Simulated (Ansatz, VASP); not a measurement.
Zr4F in VASP and in Ansatz

File INCAR:

```
PREC = Accurate
ENCUT = 520
EDIFF = 1E-7
ISMEAR = 0
SIGMA = 0.1
LREAL = False
LASPH = True
NELM = 150
ALGO = Normal
ISIF = 2
LWAVE = False
LCHARG = False
ISPIN = 2
MAGMOM = 1 1 1 1 0
LORBIT = 11
LMAXMIX = 4
GGA = PE
NBANDS = 40
```

The input KPOINTS:

```
regular mesh
0
Gamma
  4 4 4
```

Contents of POSCAR:

```
Zr4F
1.0
   -3.0049292819      3.0049292819      3.0049292819
    3.0049292819     -3.0049292819      3.0049292819
    3.0049292819      3.0049292819     -3.0049292819
Zr F
4 1
Direct
    0.4412003663      0.4412003663      0.4412003663
    0.5587996337      0.0000000000      0.0000000000
    0.0000000000      0.0000000000      0.5587996337
    0.0000000000      0.5587996337      0.0000000000
    0.0000000000      0.0000000000      0.0000000000
```

Input for Ansatz:

```yaml
crystal:
  lattice:
    - [-3.0049292819, 3.0049292819, 3.0049292819]
    - [3.0049292819, -3.0049292819, 3.0049292819]
    - [3.0049292819, 3.0049292819, -3.0049292819]
  atoms:
    - { symbol: Zr, position: [0.4412003663, 0.4412003663, 0.4412003663], spin: 1.0 }
    - { symbol: Zr, position: [0.5587996337, 0.0, 0.0], spin: 1.0 }
    - { symbol: Zr, position: [0.0, 0.0, 0.5587996337], spin: 1.0 }
    - { symbol: Zr, position: [0.0, 0.5587996337, 0.0], spin: 1.0 }
    - { symbol: F, position: [0.0, 0.0, 0.0] }
basis:
  ecutwfc: 420
kpoints:
  mp_grid: { grid: [4, 4, 4] }
hamiltonian:
  xc: pbe
scf:
  occupations: { method: gaussian, width: 0.1 }
  lower_state_search: "off"
output:
  forces: true
  stress: true
  eigenvalues: true
  populations: true
magnetization:
  spin_polarized: true
```

Change from the starting cell: species swapped into the GeF4 type (I-43m, No. 217).

Alike in both runs: task single point; functional PBE; k mesh 4 × 4 × 4; occupations gaussian, width 0.1 eV; collinear spin.

|  | VASP | Ansatz |
| --- | --- | --- |
| version | VASP 6.6.1 | Ansatz 0.2.0 |
| potentials or method | VASP PAW PBE potentials, release 64 (Zr_sv, F) | scalar-relativistic, plane waves, PAW |
| plane-wave cutoff (eV) | 520 | 420 |
| valence electrons in the cell | 55 | 55 |

Ansatz gave:

| Quantity | Value |
| --- | --- |
| gap on the k mesh at the Fermi level (eV) | none |
| pressure (GPa) | 0.3 |
| rms of the force components (eV/Å) | 0.001 |
| net moment per atom (μB) | 0.00 |

Question: Which values does VASP return?

Answer: gap on the k mesh at the Fermi level (eV): none; pressure (GPa): 0.4; rms of the force components (eV/Å): 0.007; net moment per atom (μB): 0.00.

Atom by atom the forces differ by 0.006 eV/Å (rms over components). A gap of «none» marks a metal or a gap that the smearing closes. Ansatz warned: «seeded_moment_not_kept».

Caveats: the k mesh is coarse (spacing up to 0.37 Å⁻¹), so the values aren't converged.
